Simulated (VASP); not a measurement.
Method: PBE GGA, VASP's PBE PAW potentials (set 64) (plane waves; VASP).

VASP ran on this input.

**KPOINTS**
```
kpoints
0
gamma
 8 8 8
0 0 0
```

**POSCAR**
```
PbF2
1
    0.0000000000     2.9970633655     2.9970633655
    2.9970633655     0.0000000000     2.9970633655
    2.9970633655     2.9970633655     0.0000000000
Pb F
1 2
Direct
  1.0000000000   0.0000000000   1.0000000000
  0.2500000000   0.2500000000   0.2500000000
  0.7500000000   0.7500000000   0.7500000000
```

### INCAR
```
SYSTEM = PbF2
PREC = Accurate; ENCUT = 520; LREAL = .FALSE.
LASPH = .TRUE.; NBANDS = 54
EDIFF = 1E-7; NELM = 100; ALGO = Normal
LMAXMIX = 4
ISMEAR = 0; SIGMA = 0.01
GGA = PE
LWAVE = .FALSE.; LCHARG = .FALSE.; NEDOS = 1001
LOPTICS = .TRUE.; CSHIFT = 0.1
```

POTCAR, in this order: Pb_d F (PBE.64 set). Program: vasp_std.

The run wrote:

**OSZICAR**
```
       N       E                     dE             d eps       ncg     rms          rms(c)
DAV:   1     0.281209633421E+03    0.28121E+03   -0.11234E+04  3520   0.584E+02
DAV:   2     0.151057983840E+02   -0.26610E+03   -0.23381E+03  3324   0.217E+02
DAV:   3    -0.155067030170E+02   -0.30613E+02   -0.29992E+02  3632   0.633E+01
DAV:   4    -0.163456474619E+02   -0.83894E+00   -0.83795E+00  3728   0.102E+01
DAV:   5    -0.163567405167E+02   -0.11093E-01   -0.11091E-01  4024   0.125E+00    0.808E+00
DAV:   6    -0.143800261296E+02    0.19767E+01   -0.47691E+00  4520   0.904E+00    0.276E+00
DAV:   7    -0.143616161546E+02    0.18410E-01   -0.27261E-01  3608   0.163E+00    0.159E+00
DAV:   8    -0.143549609899E+02    0.66552E-02   -0.10371E-01  3730   0.141E+00    0.666E-01
DAV:   9    -0.143498494785E+02    0.51115E-02   -0.77956E-03  3600   0.315E-01    0.163E-01
DAV:  10    -0.143507875151E+02   -0.93804E-03   -0.92805E-04  3438   0.181E-01    0.406E-02
DAV:  11    -0.143507273278E+02    0.60187E-04   -0.10581E-04  3890   0.599E-02    0.165E-02
DAV:  12    -0.143507388180E+02   -0.11490E-04   -0.12493E-05  3502   0.217E-02    0.107E-02
DAV:  13    -0.143507382024E+02    0.61563E-06   -0.10319E-05  3932   0.135E-02    0.509E-03
DAV:  14    -0.143507379689E+02    0.23354E-06   -0.15817E-06  3590   0.479E-03    0.860E-04
DAV:  15    -0.143507379085E+02    0.60400E-07   -0.10102E-07  3668   0.115E-03
   1 F= -.14350738E+02 E0= -.14350738E+02  d E =-.115100E-47
 imaginary and real dielectric function
```

**OUTCAR**
```
------------------------ aborting loop because EDIFF is reached ----------------------------------------
  FORCE on cell =-STRESS in cart. coord.  units (eV):
  Direction    XX          YY          ZZ          XY          YZ          ZX
  --------------------------------------------------------------------------------------
  Total        0.0062543      0.0062543      0.0062543      0.0000000      0.0000000      0.0000000
  in kB        0.1861111      0.1861111      0.1861111      0.0000000      0.0000000      0.0000000
  external PRESSURE =       0.1861111 kB  Pullay stress =       0.0000000 kB
  volume of cell :       53.84
      direct lattice vectors                 reciprocal lattice vectors
     0.000000000  2.997063365  2.997063365    -0.166829973  0.166829973  0.166829973
     2.997063365  0.000000000  2.997063365     0.166829973 -0.166829973  0.166829973
     2.997063365  2.997063365  0.000000000     0.166829973  0.166829973 -0.166829973
 POSITION                                       TOTAL-FORCE (eV/Angst)
 -----------------------------------------------------------------------------------
      0.00000      0.00000      0.00000         0.000000      0.000000      0.000000
      1.49853      1.49853      1.49853        -0.000000     -0.000000      0.000000
      4.49560      4.49560      4.49560         0.000000      0.000000     -0.000000
 -----------------------------------------------------------------------------------
    total drift:                                0.000000     -0.000000      0.000000
  FREE ENERGIE OF THE ION-ELECTRON SYSTEM (eV)
  ---------------------------------------------------
  free  energy   TOTEN  =       -14.3507379085 eV

  energy  without entropy=      -14.3507379085  energy(sigma->0) =      -14.35073791

 plasma frequency squared (from intraband transitions) (eV^2)
  --------------------------------------------------------------------------------------
       0.000       0.000       0.000
       0.000       0.000      -0.000
       0.000      -0.000       0.000

 plasma frequency squared (from interband transitions, int dw w eps(2)(w)) (eV^2)
  --------------------------------------------------------------------------------------
     500.218       0.000       0.000       0.000      -0.000       0.000
       0.000      -0.000     500.218       0.000      -0.000       0.000
      -0.000      -0.000      -0.000      -0.000     500.218       0.000
```
(Selected blocks of OUTCAR.)

**OUTCAR**
```
 val. band max:        1.4836263713   @ k =  -0.2500   0.5000   0.2500

 cond. band min:       5.9022972532   @ k =   0.5000   0.5000   0.0000


 Fermi energy:         1.5840053315

 k-point     1 :       0.0000    0.0000    0.0000
  band No.  band energies     occupation
      1     -19.3456      2.00000
      2     -18.7827      2.00000
      3     -12.9202      2.00000
      4     -12.9202      2.00000
      5     -12.9202      2.00000
      6     -12.8771      2.00000
      7     -12.8771      2.00000
      8      -3.1553      2.00000
      9      -0.7756      2.00000
     10      -0.7756      2.00000
     11      -0.7756      2.00000
     12      -0.2878      2.00000
     13      -0.2878      2.00000
     14      -0.2878      2.00000
     15       8.2209      0.00000
     16       8.2209      0.00000
     17       8.2209      0.00000
     18      12.0354      0.00000
     19      16.5600      0.00000
     20      16.5600      0.00000
     21      18.7634      0.00000
     22      18.7634      0.00000
     23      18.7634      0.00000
     24      18.9184      0.00000
     25      18.9184      0.00000
     26      18.9184      0.00000
     27      25.0674      0.00000
     28      26.0899      0.00000
     29      27.2374      0.00000
     30      27.2374      0.00000
     31      27.2374      0.00000
     32      31.4734      0.00000
     33      31.4734      0.00000
     34      31.4734      0.00000
     35      32.1965      0.00000
     36      32.1965      0.00000
     37      33.6334      0.00000
     38      33.6334      0.00000
     39      33.6334      0.00000
     40      40.5108      0.00000
     41      40.5108      0.00000
     42      40.6447      0.00000
     43      41.4518      0.00000
     44      41.4518      0.00000
     45      41.4518      0.00000
     46      42.3867      0.00000
     47      42.3867      0.00000
     48      42.3867      0.00000
     49      42.7177      0.00000
     50      42.7177      0.00000
     51      42.7177      0.00000
...
```

Unless said otherwise, spin-orbit coupling is left out, though it shifts the bands of the heavy elements here.

The compound is PbF2 in the fluorite structure, the β form. It was relaxed first.
